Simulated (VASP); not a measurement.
Given:

```
CELL_PARAMETERS angstrom
      1.36805    -2.36954     0.00000
      1.36805     2.36954     0.00000
      0.00000     0.00000     4.37857
ATOMIC_POSITIONS crystal
  Tc 0.33333 0.66667 0.25000
  Tc 0.66667 0.33333 0.75000
```

These are optB86b-vdW, VASP's PBE PAW potentials (set 64) (plane waves; VASP 6.6.1) values and carry that method's errors. Numerical set-up: 520 eV cut-off, Gaussian smearing of 0.050 eV, potentials Tc_pv.

Give the energies of bands 7 to 16 at the high-symmetry points, in eV from the Fermi level.

```
band      Γ      M      K      A      L      H
----  -----  -----  -----  -----  -----  -----
7     -7.33  -5.41  -4.81  -5.40  -5.34  -3.87
8     -5.46  -4.75  -3.39  -5.40  -5.34  -3.87
9     -1.57  -4.62  -3.39  -1.87  -3.71  -3.29
10    -1.57  -1.94  -2.90  -1.87  -3.71  -3.29
11    -1.48  -1.13  -1.89  -1.71   0.12  -1.76
12    -0.84  -0.90  -1.89  -1.71   0.12  -1.76
13    -0.84  -0.49  -0.04  -1.71   1.46  -0.10
14    -0.15   2.94   2.33  -1.71   1.46  -0.10
15    -0.15   3.36   2.33   1.88   3.21   2.62
16     1.78   3.38   2.75   1.88   3.21   2.62
```

It has no gap at this level: it comes out as a metal or semimetal.

The compound is Tc in the hcp structure. It was relaxed first.
